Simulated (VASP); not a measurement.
Output of a VASP run:

### OSZICAR
```
       N       E                     dE             d eps       ncg     rms          rms(c)
DAV:   1     0.282988342394E+03    0.28299E+03   -0.18591E+04  1668   0.302E+03
DAV:   2     0.843776180541E+01   -0.27455E+03   -0.26639E+03  1772   0.534E+02
DAV:   3    -0.270954236353E+02   -0.35533E+02   -0.35269E+02  1818   0.156E+02
DAV:   4    -0.285591434593E+02   -0.14637E+01   -0.14581E+01  2232   0.343E+01
DAV:   5    -0.285814646188E+02   -0.22321E-01   -0.22314E-01  1780   0.377E+00    0.110E+01
DAV:   6    -0.244251295162E+02    0.41563E+01   -0.16061E+01  2860   0.580E+01    0.310E+00
DAV:   7    -0.245371972173E+02   -0.11207E+00   -0.17008E+00  1734   0.111E+01    0.267E+00
DAV:   8    -0.245286944186E+02    0.85028E-02   -0.29406E-01  2696   0.788E+00    0.876E-01
DAV:   9    -0.245058809368E+02    0.22813E-01   -0.11529E-01  2858   0.557E+00    0.349E-01
DAV:  10    -0.245068332182E+02   -0.95228E-03   -0.57460E-03  1802   0.806E-01    0.148E-01
DAV:  11    -0.245066985200E+02    0.13470E-03   -0.15145E-03  2404   0.712E-01    0.347E-02
DAV:  12    -0.245067133004E+02   -0.14780E-04   -0.17803E-04  1712   0.988E-02    0.173E-02
DAV:  13    -0.245067128036E+02    0.49683E-06   -0.32631E-05  2306   0.132E-01    0.113E-02
DAV:  14    -0.245067127563E+02    0.47234E-07   -0.49328E-06  2696   0.428E-02    0.117E-03
DAV:  15    -0.245067127907E+02   -0.34410E-07   -0.80131E-07  2450   0.123E-02
   1 F= -.24506713E+02 E0= -.24506713E+02  d E =0.000000E+00
```

**OUTCAR**
```
------------------------ aborting loop because EDIFF is reached ----------------------------------------
  FORCE on cell =-STRESS in cart. coord.  units (eV):
  Direction    XX          YY          ZZ          XY          YZ          ZX
  --------------------------------------------------------------------------------------
  Total        0.0059251      0.0059251      0.0893447      0.0000000      0.0000000      0.0000000
  in kB        0.2019527      0.2019527      3.0452502      0.0000000      0.0000000      0.0000000
  external PRESSURE =       1.1497185 kB  Pullay stress =       0.0000000 kB
  volume of cell :       47.01
      direct lattice vectors                 reciprocal lattice vectors
     1.609345431 -2.787468014  0.000000000     0.310685320 -0.179374256  0.000000000
     1.609345431  2.787468014  0.000000000     0.310685320  0.179374256  0.000000000
     0.000000000  0.000000000  5.239227911     0.000000000  0.000000000  0.190867818
  FREE ENERGIE OF THE ION-ELECTRON SYSTEM (eV)
  ---------------------------------------------------
  free  energy   TOTEN  =       -24.5067127907 eV

  energy  without entropy=      -24.5067127907  energy(sigma->0) =      -24.50671279

 total charge

# of ion       s       p       d       tot
------------------------------------------
    1        0.782   0.861  10.163  11.806
    2        0.782   0.861  10.163  11.806
    3        1.223   2.505   0.000   3.728
    4        1.223   2.505   0.000   3.728
--------------------------------------------------
tot          4.011   6.732  20.325  31.068

 Electric field gradients after diagonalization (V/A^2)
 (convention: |V_zz| > |V_xx| > |V_yy|)
----------------------------------------------------------------------
 ion       V_xx      V_yy      V_zz     asymmetry (V_yy - V_xx)/ V_zz
----------------------------------------------------------------------
   1      -2.264    -2.255     4.519       0.002
   2      -2.264    -2.255     4.519       0.002
   3      -0.328    -0.324     0.652       0.005
   4      -0.328    -0.325     0.652       0.005
```
(Selected blocks of OUTCAR.)

File POSCAR:
```
GaN
1
    1.6093454306    -2.7874680136     0.0000000000
    1.6093454306     2.7874680136     0.0000000000
    0.0000000000     0.0000000000     5.2392279107
Ga N
2 2
Direct
  0.6666670000   0.3333330000   0.5000532702
  0.3333330000   0.6666670000   0.0000532702
  0.6666670000   0.3333330000   0.8769467298
  0.3333330000   0.6666670000   0.3769467298
```

**Question.** Reconstruct the remaining input files.

**Answer.** One answer among several that fit: the input of the run itself, PW91 GGA, plane waves, VASP's PBE PAW potentials (set 64).

**KPOINTS**
```
Regular mesh
0
Gamma
 9 9 5
```

### INCAR
```
LORBIT = 11   ! lm-projected
ENCUT = 520
LCHARG = .TRUE.
LMAXMIX = 4   ! l cut-off of mixed one-centre charges
LREAL = .FALSE.   ! projection in real space or not
ISMEAR = -5
PREC = Accurate
ALGO = Normal   ! blocked Davidson
EDIFF = 1E-7   ! SCF stop (eV)
LASPH = .TRUE.
SYSTEM = GaN
LWAVE = .FALSE.
NELM = 100
LEFG = .TRUE.
NEDOS = 601   ! DOS grid
GGA = 91   ! PW91
ISIF = 2   ! forces and stress, cell fixed
```

POTCAR, in this order: Ga_d N (PBE.64 set). Program: vasp_std.

The compound is GaN in the wurtzite structure. It was relaxed first.
